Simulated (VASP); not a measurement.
The system is Cs2H.

```
Cs H
1.0
     5.54720    0.00000    0.00000
    -2.77360    4.80402    0.00000
     0.00000    0.00000    4.52300
Cs H
2 1
Direct
  0.33333 0.66667 0.50000
  0.66667 0.33333 0.50000
  0.00000 0.00000 0.50000
```

The cell was built by a generator and needn't be a form met in nature.

```yaml
Program: VASP 6.6.1
Task: relaxation of cell and atoms
Functional: PBEsol
Potentials_or_basis: VASP PAW PBE potentials, release 64 (Cs_sv, H)
Cutoff: 600 eV
k_mesh: 6 × 6 × 6
Occupations: gaussian, width 0.05 eV
Spin: no spin polarisation
```

At the start: pressure 3.0 GPa; volume 40.18 Å³/atom.

Problem. How do energy, volume and symmetry change on relaxing?

Solution. Over 14 steps the energy falls by 100.3 meV/atom and the volume is 56.20 Å³/atom (+39.9 %); space group P6/mmm (No. 191, to 0.05 Å).

The path:
```csv
step,energy change (eV),largest force (eV/Å),pressure (GPa),volume (Å³)
1,0.0000,0.0000,2.98,120.53
2,-0.1972,0.0000,1.12,133.97
3,-0.2443,0.0000,0.70,142.03
4,-0.2591,0.0000,0.10,158.98
5,-0.2637,0.0000,0.17,154.18
6,-0.2639,0.0000,0.29,151.18
7,-0.2642,0.0000,0.24,152.40
8,-0.2766,0.0000,0.18,155.26
9,-0.2982,0.0000,0.10,163.92
10,-0.2840,0.0000,-0.10,181.47
11,-0.3006,0.0000,0.00,169.95
12,-0.3009,0.0000,0.02,168.44
13,-0.3009,0.0000,0.02,168.12
14,-0.3010,0.0000,0.01,168.61
```

Final structure:
```
Cs H
1.0
     6.21231    0.00000    0.00000
    -3.10615    5.38002    0.00000
     0.00000    0.00000    5.04480
Cs H
2 1
Direct
  0.33333 0.66667 0.50000
  0.66667 0.33333 0.50000
  0.00000 0.00000 0.50000
```

Caveat: the volume moved by over 15 % at a fixed basis, so the end points are rough; the PAW data sets were made with another functional, which shifts forces and pressure a little.
